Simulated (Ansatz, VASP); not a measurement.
# Cross-check of HfC between VASP and Ansatz, part 2 of 2

One calculation is typed for both programs; each brings its own data sets. How far apart do they land? The cell is taken from a series of runs on this material, whose earlier steps may have relaxed, scaled, displaced or heated it; both programs get it as it stands.

VASP 6.6.1 and Ansatz 0.2.0.

So far: Set-up; VASP: zone-centre phonons, LDA.

### 3. Ansatz: zone-centre phonons, LDA

Level of this step: Ansatz beside VASP: Kohn-Sham DFT, plane waves, LDA (Ansatz).

Ansatz runs on its PAW soft_1 files.

The same cell, functional (in two slightly different forms), mesh and smearing now go to Ansatz, which takes its cutoff from its data sets.

Contents of input.yaml:

```yaml
crystal:
  lattice:
    - [0.0, 2.3778275027, 2.2538692553]
    - [2.3778275027, 0.0, 2.2538692553]
    - [2.3778275027, 2.3778275027, 0.0]
  atoms:
    - { symbol: C, position: [0.0, 0.0, 0.0] }
    - { symbol: Hf, position: [0.5, 0.5, 0.5] }
kpoints:
  mp_grid: { grid: [16, 16, 16] }
hamiltonian:
  xc: lda
  pseudopotentials: { kind: paw, azcp: { folder: soft_1 }, xc_functional: pbe }
scf:
  occupations: { method: methfessel_paxton, width: 0.2 }
output:
  eigenvalues: true
phonons:
  method: dfpt
```

The run is started by

```bash
ansatz run input.yaml --threads 4 --pin off --max-ram 10240MiB --backend cpu --events-out ev --progress --plain --runs-dir out
```

Numbers of over 12 decimals in the logs are rounded to 6 here.

Log:

```text
zone centre: on kpoints.mp_grid the ground state, and the responses unless they are solved on pairs of k-points, stand on 621 of the mesh's 4096 k-points, reduced under 8 symmetry operations, with k and −k counted as one. Each operation leaves every solved displacement unchanged or reverses it
Engine: ansatz 0.2.0, aarch64-unknown-linux-gnu
Pseudopotentials: kind: paw
Pseudopotential: C, paw, valence charge 4, recommended cutoff 420 eV (normal), soft_1/C.paw.azcp
Pseudopotential: Hf, paw, valence charge 26, recommended cutoff 420 eV (normal), soft_1/Hf.paw.azcp
Functional definition: SPW92
  exchange = slater_x
  correlation = pw_c
Crystal: 2 atoms, lattice volume = 25.487 Å³
Basis set: ecut = 420 eV, 515 PW (Γ), exchange–correlation on 48×48×48 points (8 copies of the dense FFT grid, shifted against one another)
Bands: 19, of which v1, the nominal top of the filled ones, is band 15 counted from 1 (14 counted from 0)
Symmetry: 16 space group operations
k-points: 621 of 4096 (irreducible under 8 space group operations)
Non-local potential: C, projectors of the file, l = 0: 2, l = 1: 2, l = 2: 1
Non-local potential: Hf, projectors of the file, l = 0: 3, l = 1: 2, l = 2: 2, l = 3: 3
PAW form: soft (Blöchl's): semilocal exchange-correlation on the pseudo side does not see the compensation charge
PAW frozen core: C, regenerated for the run's functional, and the local potential with it (the file was generated under x = pbe(κ = 0.804, μ = 0.219515), c = pbe(β = 0.066725))
PAW frozen core: Hf, regenerated for the run's functional, and the local potential with it (the file was generated under x = pbe(κ = 0.804, μ = 0.219515), c = pbe(β = 0.066725))
PAW one-centre angular grid: C, 110 points (default); XC on 64 Gauss nodes
PAW one-centre angular grid: Hf, 590 points (default); XC on 64 Gauss nodes
Initial density: superposition of atomic densities (chi_scale 0.1, normalization cell, long waves kept (reshape's long-wave potential 0.00 eV rms))
Initial wavefunctions: pseudopotential atomic-orbital guess
Functional: x = slater, c = lda
SCF iter   1: F=—  HF=-15723.004766 eV  |F-HF|=—  |Δ(HF+E_count)|=         —  Δρ=8.68e-2  dr2=2.68e0  ethr=3.10e-3  ⟨swp⟩=4.8  Hψ=50147  notcnv=0
preconditioner: auto → Kerker (q_TF=auto, 2.803 Å⁻¹)  [metal: Δε(μ)=0.033 eV  Ē_g=17.582 eV  σ=0.200 eV  W_gap=0.14  n_scr=14 (ndim 8)  ℏωp=38.9 eV  f_vac=0.000  D(μ)=0.19/eV (n_scr^D=0)]
SCF iter   2: F=—  HF=-15722.446787 eV  |F-HF|=—  |Δ(HF+E_count)|=   5.58e-1  S|Δr|=    0.00e0  Δρ=3.17e-2  dr2=2.53e-1  ethr=3.10e-3  ⟨swp⟩=2.1  Hψ=20420  notcnv=0
SCF iter   3: F=—  HF=-15722.389196 eV  |F-HF|=—  |Δ(HF+E_count)|=   5.76e-2  S|Δr|=    0.00e0  Δρ=1.41e-2  dr2=3.34e-2  ethr=8.45e-4  ⟨swp⟩=2.0  Hψ=20353  notcnv=0
SCF iter   4: F=—  HF=-15722.380999 eV  |F-HF|=—  |Δ(HF+E_count)|=   8.20e-3  S|Δr|=    0.00e0  Δρ=7.56e-3  dr2=7.62e-3  ethr=1.11e-4  ⟨swp⟩=2.0  Hψ=20907  notcnv=0
SCF iter   5: F=—  HF=-15722.379718 eV  |F-HF|=—  |Δ(HF+E_count)|=   1.28e-3  S|Δr|=    0.00e0  Δρ=1.59e-3  dr2=3.41e-4  ethr=2.54e-5  ⟨swp⟩=2.2  Hψ=18415  notcnv=0
SCF iter   6: F=—  HF=-15722.379621 eV  |F-HF|=—  |Δ(HF+E_count)|=   9.71e-5  S|Δr|=    0.00e0  Δρ=2.82e-4  dr2=1.89e-5  ethr=1.14e-6  ⟨swp⟩=2.5  Hψ=21007  notcnv=0
SCF iter   7: F=—  HF=-15722.379627 eV  |F-HF|=—  |Δ(HF+E_count)|=   5.90e-6  S|Δr|=    0.00e0  Δρ=7.87e-5  dr2=1.30e-6  ethr=6.28e-8  ⟨swp⟩=2.2  Hψ=21500  notcnv=0
SCF iter   8: F=—  HF=-15722.379626 eV  |F-HF|=—  |Δ(HF+E_count)|=   9.96e-7  S|Δr|=    0.00e0  Δρ=1.44e-5  dr2=2.84e-8  ethr=4.32e-9  ⟨swp⟩=2.3  Hψ=21077  notcnv=0
SCF iter   9: F=—  HF=-15722.379626 eV  |F-HF|=—  |Δ(HF+E_count)|=   2.11e-8  S|Δr|=    0.00e0  Δρ=2.85e-6  dr2=1.16e-9  ethr=9.47e-11  ⟨swp⟩=2.6  Hψ=21562  notcnv=0
SCF iter  10: F=—  HF=-15722.379626 eV  |F-HF|=—  |Δ(HF+E_count)|=   2.54e-9  S|Δr|=    0.00e0  Δρ=3.72e-7  dr2=2.97e-11  ethr=3.86e-12  ⟨swp⟩=3.2  Hψ=24423  notcnv=0
SCF iter  11: F=-15722.379626 eV  HF=-15722.379626 eV  |F-HF|=3.64e-12  |Δ(HF+E_count)|=  5.46e-12  S|Δr|=    0.00e0  Δρ=5.47e-8  dr2=5.40e-13  ethr=1.00e-12  ⟨swp⟩=7.2  Hψ=67713  notcnv=0
SCF 1 converged in 11 iterations: F = -15722.379626 eV  dr2 = 5.40e-13
  greatest PAW one-centre occupation: 0.998 electrons in one spin orbital (limit 2), on the Hf atom at site 1 (counted from 0), in its partial waves of l = 3
DFPT response loops at Γ: preconditioner auto → Kerker (q_TF=auto, 2.803 Å⁻¹) (partly filled bands, converged f_vac=0.000); β = 1.00, the filter's whole step (`scf.mixing.beta` (0.50) is not read by the response loops under this deck's `scf.mixing.preconditioner`; to damp them name `kerker` or `kerker_dos`, under which they read `scf.mixing.beta`, and type it under 1.00, their step now; both keys bind the ground state too); Broyden in place of MSR1
SCF converged after 11 iterations
Stability not checked: this state was not tested for a lower state beside it, because cold or Methfessel-Paxton smearing, or corrected tetrahedra, fill the levels in a way that the test cannot read (fill_not_monotonic; see scf.lower_state_search)
Free energy (F): -15722.379626 eV
Harris-Foulkes:  -15722.379626 eV  (|F-HF|=3.64e-12)
Internal energy: -15722.379780 eV  (E = F + TS)
E sigma→0 (E₀):  -15722.379664 eV
Entropy (-TS):   0.000155 eV (0.077 meV/atom)
Fermi energy:    17.971973 eV
Step filling:    the computed levels leave a gap of 0.0000 eV = 0.0 smearing widths at the electron count; against every level under it full and every level over it empty, smearing changes F+E_penalty+E_count by +0.161 meV and its σ→0 estimate by +0.122 meV
--- Per-component energies (eV) ---
  E_band       = 45.633051
  E_kinetic    = 492.520469
  E_local      = -6284.435408  (includes V_loc(G=0)·N_el)
  E_nonlocal   = 98.915217
  E_hartree    = 3064.240532
  E_xc         = -311.310282
  E_vxc        = -313.095915  (∫ρ·V_xc dr)
  E_paw        = -7547.521358  (= ΣΔE_a)
  E_vpaw       = -76.752444  (= ΣTr[D̂ρ^β])
  E_aug_tail   = 0.000113  (compensation charges beyond the density's cutoff)
  E_ewald      = -5237.308985
  E_core_change = 2.519920  (= ΣΔE_core)
  E_smearing   = 0.000155  (= −TS)
  E_closure    = 0.000000  (closes the sum)
  Σ components = -15722.379626   (vs F -15722.379626, Δ=0.00e0)
--- Band table (eV; the first three rows and the last of 621) ---
  k-point 0: bands = [... 11 lower, 6.8687, 18.9189, 18.9189, 19.0575, 19.0575, 19.2000, 19.6018, 20.8542]
  k-point 1: bands = [... 11 lower, 6.8677, 18.1766, 18.3232, 18.5982, 19.3493, 19.5558, 19.8740, 21.3590]
  k-point 2: bands = [... 11 lower, 6.8674, 17.1450, 17.5217, 17.7964, 19.7017, 19.8862, 20.2342, 22.4008]
  k-point 620: bands = [... 11 lower, 7.7856, 15.7895, 16.0692, 17.6806, 17.6806, 23.1197, 24.4213, 24.4213]
--- Phonons (Γ-DFPT): 4 representative perturbations + reference, on 621 of 4096 k-points (Σ response iterations 12) ---
  k mesh reduced under 8 symmetry operations, with k and −k counted as one. Each operation leaves every solved displacement unchanged or reverses it
  ASR residual: 1.885e-5 → 0.000e0 eV/Å²; symmetrization residual: 1.042e-6 eV/Å²
  ASR residual per site (eV/Å²): 7.20e-6 1.89e-5
  Γ frequencies (cm⁻¹): 0.00 0.00 0.00 339.79 339.79 510.59
  non-analytic LO–TO correction: not included (Born effective charges unavailable; polar crystals: no LO–TO splitting at Γ)
```

### 4. Differences

Known differences besides the potentials themselves: the data sets hold 30 valence electrons in Ansatz (on its PAW soft_1 files) and 14 in VASP; the cutoff is 420 eV in Ansatz and 600 eV in VASP; VASP's log shows a relativistic correction to its local exchange, Ansatz's none. Total energies have different zeros and are not compared.

Compared:

| quantity | Ansatz | VASP | difference |
| --- | --- | --- | --- |
| optical mode 1 to 2 (cm⁻¹) | 339.8 | 336.6 | +0.95 % |
| optical mode 3 (cm⁻¹) | 510.6 | 511.3 | -0.14 % |

Modes are paired by rising frequency, not by their patterns, so a pair may set unlike modes beside each other; they are those without the splitting of longitudinal modes.

### 5. What came out

- r.m.s. difference of the optical zone-centre modes, each program's sorted by frequency (zone-centre phonons, LDA): 2.6 cm⁻¹
- difference in optical mode 1 to 2 (zone-centre phonons, LDA): +0.9 %

The r.m.s. difference of the optical zone-centre modes, each program's sorted by frequency is 2.6 cm⁻¹ (zone-centre phonons, LDA). The data sets hold unlike numbers of valence electrons (30 in Ansatz and 14 in VASP), so part of the differences comes from the potentials. Among the rows given in per cent, the largest difference of the zone-centre phonons, LDA pair is in optical mode 1 to 2, +0.9 %. Such differences can come from data sets, numerical settings and the points named under the comparisons, not from the functional's error against experiment.

[Lines on the potential files, build, host, timing and source positions are cut from VASP's logs without a mark.]

[Logs are printed without paths, hosts, clocks, repeated set-up lines and the standing remarks that a program may print on its own settings, such as how far it seeks lower states.]

[Hosts, paths, dates, database ids (printed as entryN), source tags and the programs' standing remarks are cut or masked in the printed files.]
